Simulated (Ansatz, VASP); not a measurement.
# Ba2MgH6: VASP beside Ansatz, part 2 of 2

Aim: how closely do two programs agree when they are given the same cell, functional and k mesh? The cell is taken from a series of runs on this material, whose earlier steps may have relaxed, scaled, displaced or heated it; both programs get it as it stands.

VASP 6.6.1 and Ansatz 0.2.0.

So far: The structure; VASP: G0W0 gap, LDA.

## 3. Ansatz: G0W0 gap, LDA

Level of this step: Ansatz beside VASP: Kohn-Sham DFT, plane waves, LDA (Ansatz).

Ansatz runs on its default PAW (the set named soft_2) files.

The same cell, functional (in two slightly different forms) and mesh now go to Ansatz, which takes its cutoff from its data sets.

input.yaml

```yaml
crystal:
  lattice:
    - [5.7178188869, 0.0, 0.0]
    - [-2.8589094435, 4.9517764103, 0.0]
    - [0.0, 0.0, 4.53831009]
  atoms:
    - { symbol: Ba, position: [0.6666666667, 0.3333333333, 0.26703826] }
    - { symbol: Ba, position: [0.3333333333, 0.6666666667, 0.73296174] }
    - { symbol: Mg, position: [0.0, 0.0, 0.0] }
    - { symbol: H, position: [0.8296344, 0.6592688, 0.77532671] }
    - { symbol: H, position: [0.8296344, 0.1703656, 0.77532671] }
    - { symbol: H, position: [0.3407312, 0.1703656, 0.77532671] }
    - { symbol: H, position: [0.1703656, 0.3407312, 0.22467329] }
    - { symbol: H, position: [0.1703656, 0.8296344, 0.22467329] }
    - { symbol: H, position: [0.6592688, 0.8296344, 0.22467329] }
kpoints:
  mp_grid: { grid: [3, 3, 2] }
hamiltonian:
  xc: lda
scf:
  occupations: { method: fixed }
gw:
  n_empty_bands: 85
  ecut_chi: 114.29
  qp_bands: [v2, c2]
  qp_kpoints: [[0.3333333333333, 0.0, 0.0], [0.0, 0.0, 0.0]]
  screening: { model: contour_deformation }
```

On the command line:

```bash
$ ansatz run input.yaml --threads 4 --pin off --max-ram 7372MiB --backend cpu --events-out ev --progress --plain --runs-dir out
```

Numbers of over 12 decimals in the logs are rounded to 6 here.

Output:

```text
Engine: ansatz 0.2.0, aarch64-unknown-linux-gnu
Pseudopotentials: kind: paw
Pseudopotential: Ba, paw, valence charge 10, recommended cutoff 420 eV (normal), Ba.paw.azcp
Pseudopotential: Mg, paw, valence charge 10, recommended cutoff 420 eV (normal), Mg.paw.azcp
Pseudopotential: H, paw, valence charge 1, recommended cutoff 420 eV (normal), H.paw.azcp
Functional definition: SPW92
  exchange = slater_x
  correlation = pw_c
Crystal: 9 atoms, lattice volume = 128.495 Å³
Basis set: ecut = 420 eV, 2559 PW (Γ)
Bands: 27, of which v1, the nominal top of the filled ones, is band 18 counted from 1 (17 counted from 0)
Symmetry: 12 space group operations
Space group: P-3m1 (ITA 164), of the structure as read, at distance tolerance 5.0e-5 Å
k-points: 6 of 18
Non-local potential: Ba, projectors of the file, l = 0: 3, l = 1: 2, l = 2: 2, l = 3: 2
Non-local potential: Mg, projectors of the file, l = 0: 3, l = 1: 2, l = 2: 1
Non-local potential: H, projectors of the file, l = 0: 2, l = 1: 1
PAW form: soft (Blöchl's): semilocal exchange-correlation on the pseudo side does not see the compensation charge
PAW frozen core: Ba, regenerated for the run's functional, and the local potential with it (the file was generated under x = pbe(κ = 0.804, μ = 0.219515), c = pbe(β = 0.066725))
PAW frozen core: Mg, regenerated for the run's functional, and the local potential with it (the file was generated under x = pbe(κ = 0.804, μ = 0.219515), c = pbe(β = 0.066725))
PAW one-centre angular grid: Ba, 194 points (default); XC on 64 Gauss nodes
PAW one-centre angular grid: Mg, 110 points (default); XC on 64 Gauss nodes
PAW one-centre angular grid: H, 110 points (default); XC on 64 Gauss nodes
Initial density: superposition of atomic densities (neutral atoms: chi_scale 0, normalization atom), corrected by the library's trained network
Initial wavefunctions: pseudopotential atomic-orbital guess
Functional: x = slater, c = lda
SCF iter   1: F=—  HF=-13558.967193 eV  |F-HF|=—  |Δ(HF+E_count)|=         —  Δρ=1.04e-2  dr2=1.14e-1  ethr=1.77e-3  ⟨swp⟩=5.0  Hψ=676  notcnv=0  defer=35
preconditioner: auto → Resta (q_TF=auto, 2.207 Å⁻¹)  ε∞=2.9  [insulator: Δε(μ)=2.449 eV  Ē_g=11.703 eV  n_scr=26 (ndim 8)  ℏωp=16.0 eV  f_vac=0.000  ε∞_Penn≈2.9]
SCF iter   2: F=—  HF=-13558.930712 eV  |F-HF|=—  |Δ(HF+E_count)|=   3.65e-2  Δρ=4.29e-3  dr2=2.00e-2  ethr=3.17e-4  ⟨swp⟩=2.2  Hψ=229  notcnv=0  defer=41
SCF iter   3: F=—  HF=-13558.924194 eV  |F-HF|=—  |Δ(HF+E_count)|=   6.52e-3  Δρ=4.06e-4  dr2=1.76e-4  ethr=5.55e-5  ⟨swp⟩=2.2  Hψ=206  notcnv=0  defer=41
SCF iter   4: F=—  HF=-13558.924172 eV  |F-HF|=—  |Δ(HF+E_count)|=   2.17e-5  Δρ=7.73e-5  dr2=7.92e-6  ethr=4.88e-7  ⟨swp⟩=2.2  Hψ=253  notcnv=0  defer=41
SCF iter   5: F=—  HF=-13558.924173 eV  |F-HF|=—  |Δ(HF+E_count)|=   4.67e-7  Δρ=1.16e-5  dr2=1.58e-7  ethr=2.20e-8  ⟨swp⟩=2.2  Hψ=240  notcnv=0  defer=23
SCF iter   6: F=-13558.924173 eV  HF=-13558.924173 eV  |F-HF|=1.14e-9  |Δ(HF+E_count)|=   2.12e-8  Δρ=2.34e-6  dr2=6.65e-9  ethr=2.78e-10  ⟨swp⟩=12.3  Hψ=950  notcnv=0
SCF 1 converged in 6 iterations: F = -13558.924173 eV  dr2 = 6.65e-9
  greatest PAW one-centre occupation: 1.000 electrons in one spin orbital (limit 2), on the Mg atom at site 2 (counted from 0), in its partial waves of l = 1
NSCF: frozen V_eff on 6 k-points
G₀W₀ screening: q 1/6
[... further progress lines ...]
NSCF: frozen V_eff on 1 k-points
NSCF: frozen V_eff on 1 k-points
SCF converged after 6 iterations
Free energy (F): -13558.924173 eV
Harris-Foulkes:  -13558.924173 eV  (|F-HF|=1.14e-9)
Internal energy: -13558.924173 eV  (E = F + TS)
E sigma→0 (E₀):  -13558.924173 eV
Fermi energy:    5.232147 eV
--- Per-component energies (eV) ---
  E_band       = -471.016253
  E_kinetic    = 491.571528
  E_local      = -2372.574558  (includes V_loc(G=0)·N_el)
  E_nonlocal   = 223.360579
  E_hartree    = 836.969830
  E_xc         = -416.168431
  E_vxc        = -379.092958  (∫ρ·V_xc dr)
  E_paw        = -10388.583313  (= ΣΔE_a)
  E_vpaw       = -108.212749  (= ΣTr[D̂ρ^β])
  E_aug_tail   = -0.006597  (compensation charges beyond the density's cutoff)
  E_ewald      = -1934.208721
  E_core_change = 0.715511  (= ΣΔE_core)
  E_smearing   = -0.000000  (= −TS)
  E_closure    = 0.000000  (closes the sum)
  Σ components = -13558.924173   (vs F -13558.924173, Δ=0.00e0)
--- Band table (eV; the first three rows and the last of 6) ---
  k-point 0: bands = [... 14 lower, 3.1038, 3.1038, 5.1378, 5.1378, 7.8151, 8.9682, 8.9682, 10.4457, ... 5 higher]
  k-point 1: bands = [... 14 lower, 3.1337, 3.1337, 3.7067, 3.7067, 9.9159, 10.1769, 10.5338, 10.5338, ... 5 higher]
  k-point 2: bands = [... 14 lower, 3.1857, 3.6047, 4.7323, 5.2321, 8.4754, 8.6141, 8.9852, 9.2448, ... 5 higher]
  k-point 5: bands = [... 14 lower, 3.3045, 3.3070, 4.1992, 4.1992, 8.5841, 8.6520, 9.5469, 9.5469, ... 5 higher]
--- G₀W₀: contour deformation, 6 samples at zero and on the imaginary axis and 1 off it, 18 q-points, 85 empty bands' worth ---
  eigenvalues of the whole cell's RPA ε∞ on this k-mesh (on a slab, of 1 + 4πα/V) = 4.7070, 4.7070, 6.9292; static W/v taken at q = 0 is 0.165374
  bands read: the sum over 103 bands ends inside a degenerate multiplet in 3 slots, whose members it reads at an even weight; the widest, k=1: bands 103 to 104 (counted from 1) at 1/2 each
    ik  band        ε_KS         Σx   Σc(E_QP)       V_xc       Z   E_QP_lin       E_QP  E_QP is
     0    17      5.1378   -14.4109     2.4443   -11.3897  0.7548     4.5552     4.5610  root
     0    18      5.1378   -14.4109     2.4443   -11.3897  0.7548     4.5552     4.5610  root
     0    19      7.8151    -5.4054    -3.5596    -9.9768  0.8003     8.8428     8.8269  root
     0    20      8.9682    -5.7619    -4.2448   -11.2518  0.7817    10.2483    10.2132  root
     2    17      4.7323   -14.1910     2.5342   -11.0528  0.7498     4.1215     4.1284  root
     2    18      5.2321   -14.3211     2.4265   -11.3025  0.7553     4.6341     4.6400  root
     2    19      8.4754    -5.4326    -3.9087   -10.4538  0.7909     9.6115     9.5880  root
     2    20      8.6141    -5.7111    -4.0794   -10.9752  0.7857     9.8279     9.7989  root
```

## 4. Comparison

Known differences besides the potentials themselves: the two LDA forms differ slightly; fixed occupations in Ansatz, narrow Gaussian smearing in VASP; the cutoff is 420 eV in Ansatz and 460 eV in VASP; VASP's log shows a relativistic correction to its local exchange, Ansatz's none; Ansatz integrates over frequency by contour deformation, VASP on a grid of NOMEGA points; Ansatz's G0W0 levels solve the quasiparticle equation, VASP's are linearised. Total energies have different zeros and are not compared.

The two programs side by side:

```
                   quantity  Ansatz  VASP  difference
  G0W0 gap on the mesh (eV)    4.19  4.37       -0.18
Kohn-Sham gap under it (eV)    2.58  2.58       +0.01
```

## 5. Summary of results

```
difference in G0W0 gap on the mesh (G0W0 gap, LDA) : -0.18 eV
```

What this shows: The difference in G0W0 gap on the mesh is -0.18 eV (G0W0 gap, LDA). Part of the difference in the G0W0 gap can come from VASP's linearised levels. Such differences can come from data sets, numerical settings and the points named under the comparisons, not from the functional's error against experiment.

[Lines on the potential files, build, host, timing and source positions are cut from VASP's logs without a mark.]

[Logs are printed without paths, hosts, clocks, repeated set-up lines and the standing remarks that a program may print on its own settings, such as how far it seeks lower states.]

[Hosts, paths, dates, database ids (printed as entryN), source tags and the programs' standing remarks are cut or masked in the printed files.]
